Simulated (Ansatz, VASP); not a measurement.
**Os (Osmium): VASP beside Ansatz**

One calculation is typed for both programs; each brings its own data sets and cutoff. How far apart do they land? The cell is taken from a series of VASP runs on this material, whose earlier steps may have relaxed, scaled or displaced it; both programs get it as it stands.

Main program and level: Ansatz 0.2.0; plane waves, with VASP 6.6.1 beside it; relaxation of cell and atoms at PBE and relaxation of cell and atoms at PBEsol, spin-orbit coupling.

## 1. The starting structure

It takes space group P6_3/mmc (No. 194, hexagonal). Conventional cell: a = 2.761 Å, b = 2.761 Å, c = 4.362 Å, α = 90.00°, β = 90.00°, γ = 120.00°. Os has 12 Os at 2.70 to 2.76 Å nearest.

Structure file:

```cif
data_structure
_symmetry_space_group_name_H-M 'P 1'
_symmetry_Int_Tables_number 1
_cell_length_a 2.7612
_cell_length_b 2.7612
_cell_length_c 4.3625
_cell_angle_alpha 90.000
_cell_angle_beta 90.000
_cell_angle_gamma 120.000
_cell_volume 28.80
loop_
_atom_site_label
_atom_site_type_symbol
_atom_site_fract_x
_atom_site_fract_y
_atom_site_fract_z
_atom_site_occupancy
Os1 Os 0.66667 0.33333 0.75000 1
Os2 Os 0.33333 0.66667 0.25000 1
```

## 2. Ansatz: relaxation of cell and atoms, PBE

Ansatz runs on its default PAW (the set named soft_2) files.

The relaxed volume is the usual yardstick between codes: its relative difference is about their pressure difference at one cell divided by the bulk modulus.

File input.yaml:

```yaml
crystal:
  lattice:
    - [2.7611720577, 0.0, 0.0]
    - [-1.3805860288, 2.3912451462, 0.0]
    - [0.0, 0.0, 4.3624720886]
  atoms:
    - { symbol: Os, position: [0.6666666667, 0.3333333333, 0.75] }
    - { symbol: Os, position: [0.3333333333, 0.6666666667, 0.25] }
hamiltonian:
  xc: pbe
  pseudopotentials: { kind: paw }
kpoints:
  mp_grid: { grid: [18, 18, 10] }
scf:
  occupations: { method: methfessel_paxton, width: 0.15 }
relax:
  f_tol: 0.01
  max_steps: 60
  cell: { stress_tol: 0.05 }
output:
  forces: true
  stress: true
```

On the command line:

```bash
$ ansatz run input.yaml --threads 4 --pin off --max-ram 9216MiB --backend cpu --events-out ev --progress --plain --runs-dir out
```

Numbers of over 12 decimals in the logs are rounded to 6 here.

What it wrote:

```text
Engine: ansatz 0.2.0, aarch64-unknown-linux-gnu
Pseudopotentials: kind: paw
Pseudopotential: Os, paw, valence charge 16, recommended cutoff 420 eV (normal), Os.paw.azcp
Functional definition: PBE
  parameter kappa = 0.804
  parameter beta = 0.066725
  exchange = pbe_x(kappa = kappa, mu = beta*pi^2/3)
  correlation = pbe_c(beta = beta)
Crystal: 2 atoms, lattice volume = 28.804 Å³
Basis set: ecut = 420 eV, 573 PW (Γ), exchange–correlation on 40×40×60 points (8 copies of the dense FFT grid, shifted against one another)
Bands: 20, of which v1, the nominal top of the filled ones, is band 16 counted from 1 (15 counted from 0)
Symmetry: 24 space group operations
Space group: P63/mmc (ITA 194), of the structure as read, at distance tolerance 3.1e-5 Å
k-points: 222 of 3240
Non-local potential: Os, projectors of the file, l = 0: 3, l = 1: 2, l = 2: 2, l = 3: 1
PAW form: soft (Blöchl's): semilocal exchange-correlation on the pseudo side does not see the compensation charge
PAW one-centre angular grid: Os, 590 points (default); XC on 64 Gauss nodes
Initial density: superposition of atomic densities (neutral atoms: chi_scale 0, normalization atom), corrected by the library's trained network
Initial wavefunctions: pseudopotential atomic-orbital guess
Functional: x = pbe(κ = 0.804, μ = 0.219515), c = pbe(β = 0.066725)
SCF iter   1: F=—  HF=-22769.084451 eV  |F-HF|=—  |Δ(HF+E_count)|=         —  Δρ=9.24e-3  dr2=9.14e-3  ethr=1.77e-3  ⟨swp⟩=4.6  Hψ=17291  notcnv=0
preconditioner: auto → none  [metal: Δε(μ)=0.011 eV  Ē_g=6.614 eV  σ=0.150 eV  W_gap=0.06  n_scr=8 (ndim 8)  ℏωp=27.7 eV  f_vac=0.000  D(μ)=1.61/eV (n_scr^D=22)  sad-step TF]
SCF iter   2: F=—  HF=-22769.087537 eV  |F-HF|=—  |Δ(HF+E_count)|=   3.09e-3  S|Δr|=    0.00e0  Δρ=5.42e-3  dr2=3.10e-3  ethr=2.86e-5  ⟨swp⟩=1.8  Hψ=7391  notcnv=0
SCF iter   3: F=—  HF=-22769.089031 eV  |F-HF|=—  |Δ(HF+E_count)|=   1.49e-3  S|Δr|=    0.00e0  Δρ=2.42e-4  dr2=8.58e-6  ethr=9.68e-6  ⟨swp⟩=2.0  Hψ=6200  notcnv=0
SCF iter   4: F=—  HF=-22769.089056 eV  |F-HF|=—  |Δ(HF+E_count)|=   2.45e-5  S|Δr|=    0.00e0  Δρ=4.91e-5  dr2=3.37e-7  ethr=2.68e-8  ⟨swp⟩=2.2  Hψ=6567  notcnv=0
SCF iter   5: F=-22769.089056 eV  HF=-22769.089056 eV  |F-HF|=3.60e-10  |Δ(HF+E_count)|=   3.08e-8  S|Δr|=    0.00e0  Δρ=5.22e-6  dr2=3.55e-9  ethr=3.13e-10  ⟨swp⟩=4.1  Hψ=14339  notcnv=0
SCF 1 converged in 5 iterations: F = -22769.089056 eV  dr2 = 3.55e-9
  greatest PAW one-centre occupation: 1.000 electrons in one spin orbital (limit 2), on the Os atom at site 1 (counted from 0), in its partial waves of l = 0
relax step   1: F+E_penalty+E_count = -22769.08905580 eV  Δ(F+E_penalty+E_count) = +0.000e0 eV  max|allowed force component| = 7.401e-17 eV/Å  Δτ_max = 0.0000 Å  P = -3.426 GPa  Ω = 28.804 Å³  (5 SCF iters, dr2 threshold 1.00e-7 eV, accepted)
[...]
relax step   2: F+E_penalty+E_count = -22769.07788597 eV  Δ(F+E_penalty+E_count) = +1.117e-2 eV  max|allowed force component| = 3.238e-17 eV/Å  Δτ_max = 0.0000 Å  P = +8.279 GPa  Ω = 27.987 Å³  energy of the carried Pulay correction = +4.420e-4 eV  (4 SCF iters, dr2 threshold 2.00e-7 eV, rejected (line search))
[...]
relax step   3: F+E_penalty+E_count = -22769.09191480 eV  Δ(F+E_penalty+E_count) = -2.859e-3 eV  max|allowed force component| = 1.295e-16 eV/Å  Δτ_max = 0.0000 Å  P = -0.133 GPa  Ω = 28.560 Å³  energy of the carried Pulay correction = +1.306e-4 eV  (6 SCF iters, accepted)
[...]
relax step   4: F+E_penalty+E_count = -22769.09192400 eV  Δ(F+E_penalty+E_count) = -9.202e-6 eV  max|allowed force component| = 6.476e-17 eV/Å  Δτ_max = 0.0000 Å  P = +0.002 GPa  Ω = 28.550 Å³  energy of the carried Pulay correction = +1.359e-4 eV  (2 SCF iters, dr2 threshold 4.46e-8 eV, accepted)
[...]
relax step   5: F+E_penalty+E_count = -22769.09177918 eV  Δ(F+E_penalty+E_count) = +1.448e-4 eV  max|allowed force component| = 5.551e-17 eV/Å  Δτ_max = 0.0000 Å  P = +0.010 GPa  Ω = 28.550 Å³  stress off target by 1.03e-2 GPa  SCF on the basis re-selected at this cell (its energy is not comparable with the rows above)  (4 SCF iters)
basis re-selected at this cell: Δ(F+E_penalty+E_count) = +1.448e-4 eV, ΔP = +0.008 GPa vs the last step (what re-selecting the basis moved, of the pressure what is left beyond the Pulay correction that the steps carried, after the strain that the cell walked since its last selection, with what the two solves' SCF thresholds leave and, on support functions, any second-order correction that the steps lacked; it is no m [...]
SCF converged after 4 iterations
Stability not checked: this state was not tested for a lower state beside it, because cold or Methfessel-Paxton smearing, or corrected tetrahedra, fill the levels in a way that the test cannot read (fill_not_monotonic; see scf.lower_state_search)
Free energy (F): -22769.091779 eV
Harris-Foulkes:  -22769.091779 eV  (|F-HF|=0.00e0)
Internal energy: -22769.090402 eV  (E = F + TS)
E sigma→0 (E₀):  -22769.091435 eV
Entropy (-TS):   -0.001378 eV (-0.689 meV/atom)
Fermi energy:    25.389258 eV
--- Per-component energies (eV) ---
  E_band       = -147.709950
  E_kinetic    = 1122.988935
  E_local      = -1606.212188  (includes V_loc(G=0)·N_el)
  E_nonlocal   = -4.115518
  E_hartree    = 663.195865
  E_xc         = -533.365555
  E_vxc        = -568.064670  (∫ρ·V_xc dr)
  E_paw        = -18023.394892  (= ΣΔE_a)
  E_vpaw       = -418.698049  (= ΣTr[D̂ρ^β])
  E_aug_tail   = -0.000190  (compensation charges beyond the density's cutoff)
  E_ewald      = -4388.186858
  E_smearing   = -0.001378  (= −TS)
  E_closure    = -0.000000  (closes the sum)
  Σ components = -22769.091779   (vs F -22769.091779, Δ=0.00e0)
--- Forces (eV/Å), atoms counted from 1 ---
  atom   1  Os     0.00000000     0.00000000     0.00000000
  atom   2  Os    -0.00000000     0.00000000    -0.00000000
  max |Σ_I F_I| component: 9.25e-18 eV/Å
--- Stress (GPa, compression-positive) ---
        0.009989       0.000000       0.000000
        0.000000       0.009989      -0.000000
        0.000000      -0.000000       0.010309
  P = ⅓ Tr σ = 0.0101 GPa (0.101 kbar)
--- Relaxed structure (4 steps of the walk, 3 accepted, 1 SCFs on fresh bases) ---
  F+E_penalty+E_count = -22769.09177918 eV   max|allowed force component| = 5.551e-17 eV/Å   (the final SCF, on the basis selected at the relaxed cell)
  cell:  # Å, volume = 28.5504 Å³
    - [2.752565, -2.877749320654941e-11, 0.0]
    - [-1.376282, 2.383791, 0.0]
    - [0.0, 0.0, 4.351175]
  atoms:
    - { symbol: Os, position: [0.666667, 0.333333, 0.75] }
    - { symbol: Os, position: [0.333333, 0.666667, 0.250000] }
```

Run time: 9.7 s. Hardware: 4 threads of Arm Neoverse N1, shared host; peak memory 0.4 GiB.

## 3. VASP: relaxation of cell and atoms, PBE

The same cell, functional, mesh and smearing now go to VASP, with its own data sets and cutoff.

Lines of VASP's logs that name or quote its potential files are left out, and so is its time.

File INCAR:

```
SYSTEM = Os
PREC = Accurate
ENCUT = 450
EDIFF = 1E-06
NELM = 100
ISMEAR = 1
SIGMA = 0.15
LREAL = .FALSE.
ALGO = Normal
GGA = PE
NBANDS = 14
LORBIT = 11
LWAVE = .FALSE.
LCHARG = .FALSE.
KPAR = 2
IBRION = 2
NSW = 50
ISIF = 3
EDIFFG = -0.004
```

File POSCAR:

```
Os
1.0
    2.7611720577      0.0000000000      0.0000000000
   -1.3805860288      2.3912451462      0.0000000000
    0.0000000000      0.0000000000      4.3624720886
Os
2
Direct
    0.6666666667      0.3333333333      0.7500000000
    0.3333333333      0.6666666667      0.2500000000
```

File KPOINTS:

```
Automatic mesh
0
Gamma
18 18 10
0 0 0
```

Potentials, in the order of the species: Os (PBE family, release 64).

On the command line:

```bash
$ mpirun -np 2 vasp_std
```

What it wrote:

```text
[banner, memory and clock lines left out]
running    2 mpi-ranks, on    1 nodes
 distrk:  each k-point on    1 cores,    2 groups
 distr:  one band on    1 cores,    1 groups

 POSCAR found type information on POSCAR Os
 POSCAR found :  1 types and       2 ions
 LDA part: xc-table for (Slater+PW92), standard interpolation
 POSCAR, INCAR and KPOINTS ok, starting setup
 FFT: planning ... GRIDC
 FFT: planning ... GRID_SOFT
 FFT: planning ... GRID
 WAVECAR not read
 entering main loop
       N       E                     dE             d eps       ncg     rms          rms(c)
DAV:   1     0.888075498137E+02    0.88808E+02   -0.69193E+03  6232   0.975E+02
DAV:   2    -0.193693114346E+02   -0.10818E+03   -0.95886E+02  6540   0.327E+02
DAV:   3    -0.238985492123E+02   -0.45292E+01   -0.43298E+01  8042   0.571E+01
DAV:   4    -0.239428426249E+02   -0.44293E-01   -0.44197E-01  6828   0.573E+00
DAV:   5    -0.239431061273E+02   -0.26350E-03   -0.26348E-03  8062   0.403E-01    0.219E+01
DAV:   6    -0.228167224120E+02    0.11264E+01   -0.10706E+00  7674   0.892E+00    0.972E+00
DAV:   7    -0.224995213165E+02    0.31720E+00   -0.69861E-01  7832   0.706E+00    0.469E-01
DAV:   8    -0.224938937927E+02    0.56275E-02   -0.61247E-03  6330   0.603E-01    0.295E-01
DAV:   9    -0.224913917530E+02    0.25020E-02   -0.14434E-03  7158   0.393E-01    0.463E-02
DAV:  10    -0.224914190404E+02   -0.27287E-04   -0.59038E-05  7872   0.683E-02    0.101E-02
DAV:  11    -0.224913958885E+02    0.23152E-04   -0.44695E-06  6858   0.230E-02    0.960E-04
DAV:  12    -0.224913951205E+02    0.76803E-06   -0.88663E-08  3786   0.323E-03
   1 F= -.22491395E+02 E0= -.22490939E+02  d E =-.224914E+02
[...]
2 F= -.22441059E+02 E0= -.22440602E+02  d E =0.503366E-01
[...]
3 F= -.22494323E+02 E0= -.22493867E+02  d E =-.292800E-02
[...]
4 F= -.22494324E+02 E0= -.22493868E+02  d E =-.292872E-02
[...]
5 F= -.22494325E+02 E0= -.22493890E+02  d E =-.867137E-06
 trial-energy change:   -0.000001  1 .order   -0.000001   -0.000016    0.000014
 step:   0.4419(harm=  0.4419)  dis= 0.00000  next Energy=   -22.494328 (dE=-0.417E-05)
 bond charge predicted
       N       E                     dE             d eps       ncg     rms          rms(c)
DAV:   1    -0.224943325430E+02   -0.78517E-05   -0.36090E-04  6450   0.145E-01    0.102E-02
DAV:   2    -0.224943292573E+02    0.32857E-05   -0.38515E-06  7464   0.235E-02    0.504E-03
DAV:   3    -0.224943281723E+02    0.10850E-05   -0.13507E-06  4234   0.973E-03    0.140E-03
DAV:   4    -0.224943281797E+02   -0.73637E-08   -0.17844E-07  3132   0.562E-03
   6 F= -.22494328E+02 E0= -.22493883E+02  d E =-.433981E-05
 curvature:  -0.22 expect dE=-0.420E-06 dE for cont linesearch -0.947E-09
 trial: gam= 0.02298 g(F)=  0.649E-48 g(S)=  0.189E-05 ort =-0.284E-06 (trialstep = 0.760E+00)
 search vector abs. value=  0.188E-05
 reached required accuracy - stopping structural energy minimisation
```

From OUTCAR (step 3):

```text
ion  position               nearest neighbor table
   1  0.667  0.333  0.750-   2 2.70   2 2.70   2 2.70   2 2.70   2 2.70   2 2.70
   2  0.333  0.667  0.250-   1 2.70   1 2.70   1 2.70   1 2.70   1 2.70   1 2.70

  LATTYP: Found a hexagonal cell.
 ALAT       =     2.7611720577
 C/A-ratio  =     1.5799348963

 Subroutine GETGRP returns: Found 24 space group operations
 (whereof 12 operations were pure point group operations)

The static configuration has the point symmetry D_3d.
 The point group associated with its full space group is D_6h.

 Found    222 irreducible k-points:

   k-points           NKPTS =    222   k-points in BZ     NKDIM =    222   number of bands    NBANDS=     14

   dimension x,y,z NGX =    20 NGY =   20 NGZ =   30
   dimension x,y,z NGXF=    40 NGYF=   40 NGZF=   60

   ENCUT  =  450.0 eV  33.07 Ry    5.75 a.u.   4.78  4.78  7.55*2*pi/ulx,y,z

   NELECT =      16.0000    total number of electrons

 k-points in reciprocal lattice and weights: Automatic mesh
   0.00000000  0.00000000  0.00000000       0.000
   0.05555556  0.00000000  0.00000000       0.002
   0.11111111  0.00000000  0.00000000       0.002
   0.16666667  0.00000000  0.00000000       0.002
   0.22222222  0.00000000  0.00000000       0.002
   0.27777778  0.00000000  0.00000000       0.002
   0.33333333  0.00000000  0.00000000       0.002
   0.38888889  0.00000000  0.00000000       0.002
   0.44444444  0.00000000  0.00000000       0.002
[...]
0.33333333  0.27777778  0.50000000       0.004
   0.33333333  0.33333333  0.50000000       0.001

 average (electrostatic) potential at core
       1 -43.5475       2 -43.5475

 E-fermi :   9.1631

 k-point     1 :       0.0000    0.0000    0.0000
  band No.  band energies     occupation
    ...
      6       7.0110      2.00000
      7       7.0110      2.00000
      8       7.6493      2.00000
      9       7.6493      2.00000
     10       9.1884      0.71851
     11      10.8016     -0.00000
     12      10.8016     -0.00000
     13      17.9967      0.00000
     14      23.2083      0.00000

 k-point     2 :       0.0556    0.0000    0.0000
  band No.  band energies     occupation
    ...
      6       6.9374      2.00000
      7       7.1111      2.00000
      8       7.5036      2.00000
      9       7.5619      2.00000
     10       8.5960      2.00000
     11      10.8620     -0.00000
     12      11.5735     -0.00000
     13      17.9863      0.00000
     14      23.4605      0.00000

 k-point     3 :       0.1111    0.0000    0.0000
  band No.  band energies     occupation
    ...
      6       6.9122      2.00000
      7       7.0711      2.00000
      8       7.3302      2.00000
      9       7.4066      2.00000
     10       7.9726      2.00000
     11      11.0153     -0.00000
     12      12.8965      0.00000
     13      17.9384      0.00000
     14      24.1414      0.00000

  Total        0.0051208      0.0051208      0.0050726      0.0000000     -0.0000000      0.0000000
  in kB        0.2874332      0.2874332      0.2847328      0.0000000     -0.0000000      0.0000000
  external PRESSURE =       0.2865331 kB  Pullay stress =       0.0000000 kB

  energy-cutoff  :      450.00
  volume of cell :       28.54
      direct lattice vectors                 reciprocal lattice vectors
     2.752587217 -0.000000000 -0.000000000     0.363294574  0.209748220  0.000000000
    -1.376293608  2.383810456  0.000000000     0.000000000  0.419496440  0.000000000
     0.000000000 -0.000000000  4.350051541    -0.000000000 -0.000000000  0.229882334

 POSITION                                       TOTAL-FORCE (eV/Angst)
 -----------------------------------------------------------------------------------
      1.37629      0.79460      3.26254        -0.000000      0.000000      0.000000
     -0.00000      1.58921      1.08751         0.000000     -0.000000      0.000000
 -----------------------------------------------------------------------------------
    total drift:                               -0.000000      0.000000     -0.000000

  FREE ENERGIE OF THE ION-ELECTRON SYSTEM (eV)
  ---------------------------------------------------
  free  energy   TOTEN  =       -22.4943281797 eV

  energy  without entropy=      -22.4929937788  energy(sigma->0) =      -22.49388338

 reached required accuracy - stopping structural energy minimisation

 total charge
# of ion       s       p       d       tot
------------------------------------------
    1        0.654   0.764   6.000   7.418
    2        0.654   0.764   6.000   7.418
--------------------------------------------------
tot          1.307   1.528  12.001  14.836

[... 3 further parts left out ...]
```

CONTCAR:

```
Os
   1.00000000000000
     2.7525872168018601   -0.0000000000001795   -0.0000000000000000
    -1.3762936083512409    2.3838104558947406    0.0000000000000000
     0.0000000000000000   -0.0000000000000000    4.3500515413463887
  Os
     2
Direct
     0.6666666667000030    0.3333333332999970    0.7500000000000000
     0.3333333332999970    0.6666666667000030    0.2500000000000000
```

The run keeps the 24 symmetry operations of its start, so it cannot find a distortion of lower symmetry.

## 4. Differences

Known differences besides the potentials themselves: both relaxations stop at a tolerance, which leaves soft axes loose, and VASP keeps its plane-wave basis; the data sets hold 32 valence electrons in Ansatz (default PAW (the set named soft_2) files) and 16 in VASP; the cutoff is 420 eV in Ansatz and 450 eV in VASP; VASP leaves aspherical gradient terms in its spheres out (LASPH is not set), Ansatz keeps them; Ansatz adds a Pulay correction to the stress that steers its cell, VASP none. Total energies have different zeros and are not compared.

Both answers:

```
                                         quantity  Ansatz   VASP  difference
                                      volume (Å³)   28.55  28.54     +0.02 %
edge a after relaxation, in the typed setting (Å)   2.753  2.753     +0.00 %
edge c after relaxation, in the typed setting (Å)   4.351  4.350     +0.03 %
```

The walks stopped with 0.01 GPa left in Ansatz and 0.03 GPa in VASP; each walk ends within a tolerance, so the volume difference is uncertain by about these residues over the bulk modulus, most in soft cells.

[end of part 1 of 2]

[Lines on the potential files, build, host, timing and source positions are cut from VASP's logs without a mark.]

[Logs are printed without paths, hosts, clocks, repeated set-up lines and the standing remarks that a program may print on its own settings, such as how far it seeks lower states.]

[Hosts, paths, dates, database ids (printed as entryN), source tags and the programs' standing remarks are cut or masked in the printed files.]
